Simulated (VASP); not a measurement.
Level of theory: PBEsol GGA, VASP's PBE PAW potentials (set 64) (plane waves; VASP 6.6.1).

VASP input:

INCAR:
```
# general
SYSTEM   =  RuSb
PREC     =  Accurate
ENCUT    =  400   # plane-wave cut-off (eV)
LREAL    =  .False.
LASPH    =  .True.

# electronic loop
EDIFF    =  1E-6   # SCF stop (eV)
NELM     =  100   # most electronic steps
ALGO     =  Normal   # blocked Davidson
LMAXMIX  =  4   # l cut-off of mixed one-centre charges

# smearing
ISMEAR   =  1   # Methfessel-Paxton
SIGMA    =  0.1

# functional
GGA      =  PS   # PBEsol

# ions
IBRION   =  2   # conjugate gradients
NSW      =  60   # most ionic steps
ISIF     =  3   # ions, shape and volume
EDIFFG   =  -0.01   # ionic stop

# output
LWAVE    =  .False.
LCHARG   =  .False.
```

**POSCAR**
```
RuSb
1
    3.2275737918     0.0000000000    -0.0000000000
    0.0000000000     3.2275737918    -0.0000000000
    0.0000000000    -0.0000000000     3.2275737918
Ru Sb
1 1
Direct
  0.0000000000   0.0000000000   0.0000000000
  0.5000000000   0.5000000000   0.5000000000
```

**KPOINTS**
```
kpoints
0
gamma
  10 10 10
```

POTCAR, in this order: Ru_pv Sb (PBE.64 set). Program: vasp_std.

Unless said otherwise, spin-orbit coupling is left out, though it shifts the bands of the heavy elements here.

Estimate the energy per atom (σ→0), volume per atom, band gap (on the k-mesh).

```
Property                                                    Result
------------------------  ----------------------------------------
energy per atom (σ→0)                               -7.221 eV/atom
band gap (on the k-mesh)  none (metal, semimetal or under 0.01 eV)
volume per atom                                     16.87 Å^3/atom
```

### OSZICAR
```
...
DAV:   1    -0.144560829796E+02   -0.14366E-01   -0.21598E-01  1481   0.601E+00    0.992E-01
DAV:   2    -0.144475644482E+02    0.85185E-02   -0.10766E-01  1481   0.359E+00    0.496E-01
DAV:   3    -0.144425694469E+02    0.49950E-02   -0.14673E-02  1486   0.131E+00    0.950E-02
DAV:   4    -0.144424440659E+02    0.12538E-03   -0.83094E-04  1521   0.259E-01    0.336E-02
DAV:   5    -0.144424557413E+02   -0.11675E-04   -0.15649E-05  1704   0.368E-02    0.257E-02
DAV:   6    -0.144424625196E+02   -0.67783E-05   -0.74641E-06  1581   0.253E-02    0.403E-03
DAV:   7    -0.144424622908E+02    0.22871E-06   -0.24833E-07  1048   0.546E-03
   3 F= -.14442462E+02 E0= -.14442425E+02  d E =-.238875E-03
```

The structure was generated: RuSb was put into the CsCl type type (Pm-3m), which need not be its known phase. This run relaxes it. Symmetry was kept, so distortions that lower it aren't found. The start is the result of an earlier pass. The electron count is odd and the run is not spin-polarised, which forces a metal.
